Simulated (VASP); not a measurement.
Output of a VASP run:

**OSZICAR**
```
       N       E                     dE             d eps       ncg     rms          rms(c)
DAV:   1     0.836917906304E+02    0.83692E+02   -0.99375E+03  1355   0.253E+03
DAV:   2    -0.766756134097E+01   -0.91359E+02   -0.86155E+02  1362   0.353E+02
DAV:   3    -0.140497020286E+02   -0.63821E+01   -0.63382E+01  1387   0.854E+01
DAV:   4    -0.141550602882E+02   -0.10536E+00   -0.10527E+00  1443   0.116E+01
DAV:   5    -0.141568013402E+02   -0.17411E-02   -0.17410E-02  1352   0.127E+00    0.791E+00
DAV:   6    -0.120626087282E+02    0.20942E+01   -0.58832E+00  1858   0.509E+01    0.267E+00
DAV:   7    -0.120788454844E+02   -0.16237E-01   -0.39856E-01  1227   0.798E+00    0.180E+00
DAV:   8    -0.120742086861E+02    0.46368E-02   -0.59628E-02  1372   0.463E+00    0.724E-01
DAV:   9    -0.120694783527E+02    0.47303E-02   -0.22080E-02  1829   0.405E+00    0.169E-01
DAV:  10    -0.120696928924E+02   -0.21454E-03   -0.20156E-03  1478   0.806E-01    0.564E-02
DAV:  11    -0.120696303806E+02    0.62512E-04   -0.32276E-04  1795   0.318E-01    0.172E-02
DAV:  12    -0.120696359552E+02   -0.55746E-05   -0.28366E-05  1350   0.726E-02    0.962E-03
DAV:  13    -0.120696357749E+02    0.18030E-06   -0.16029E-06  1397   0.126E-02    0.313E-03
DAV:  14    -0.120696357267E+02    0.48167E-07   -0.10614E-07   965   0.322E-03
   1 F= -.12441935E+02 E0= -.12441935E+02  d E =-.555078E-11
```

### OUTCAR
```
------------------------ aborting loop because EDIFF is reached ----------------------------------------
 Edisp (eV)   -0.37230
  FORCE on cell =-STRESS in cart. coord.  units (eV):
  Direction    XX          YY          ZZ          XY          YZ          ZX
  --------------------------------------------------------------------------------------
  Total       1.71750     1.71750     1.71750    -0.00000    -0.00000    -0.00000
  in kB     126.50285   126.50285   126.50285    -0.00000    -0.00000    -0.00000
  external pressure =      126.50 kB  Pullay stress =        0.00 kB
  volume of cell :       21.75
      direct lattice vectors                 reciprocal lattice vectors
     0.000000000  2.215606696  2.215606696    -0.225671822  0.225671822  0.225671822
     2.215606696  0.000000000  2.215606696     0.225671822 -0.225671822  0.225671822
     2.215606696  2.215606696  0.000000000     0.225671822  0.225671822 -0.225671822
  FREE ENERGIE OF THE ION-ELECTRON SYSTEM (eV)
  ---------------------------------------------------
  free  energy   TOTEN  =       -12.4419351362 eV

  energy  without entropy=      -12.4419351362  energy(sigma->0) =      -12.44193514
```
(Selected blocks of OUTCAR.)

POSCAR:
```
GaN
1
    0.0000000000     2.2156066962     2.2156066962
    2.2156066962     0.0000000000     2.2156066962
    2.2156066962     2.2156066962     0.0000000000
Ga N
1 1
Direct
  0.0000000000   0.0000000000   0.0000000000
  0.2500000000   0.2500000000   0.2500000000
```

Question: Write an INCAR and KPOINTS that could have produced this output.

Answer: Several could match; the one computed here: the input of the run itself, PBE GGA with D3 dispersion (zero damping), plane waves, VASP's PBE PAW potentials (set 64).

### KPOINTS
```
Automatic mesh
0
Gamma
10 10 10
0 0 0
```

INCAR:
```
PREC=Accurate
SYSTEM=GaN
SIGMA=0.05   ! width (eV)
ISIF=2
ALGO=Normal   ! blocked Davidson
LWAVE=.False.
LCHARG=.False.
ISMEAR=0
NELM=100   ! most electronic steps
EDIFF=1E-7
ENCUT=520   ! plane-wave cut-off (eV)
GGA=PE   ! PBE
LMAXMIX=4   ! l cut-off of mixed one-centre charges
IVDW=11   ! D3, zero damping
LASPH=.True.   ! aspherical one-centre terms
LREAL=.False.
```

POTCAR, in this order: Ga_d N (PBE.64 set). Program: vasp_std.

The compound is GaN in the zinc blende structure, a metastable form; wurtzite is the usual one. This cell is one point of a volume scan, at 0.94 of the reference volume.
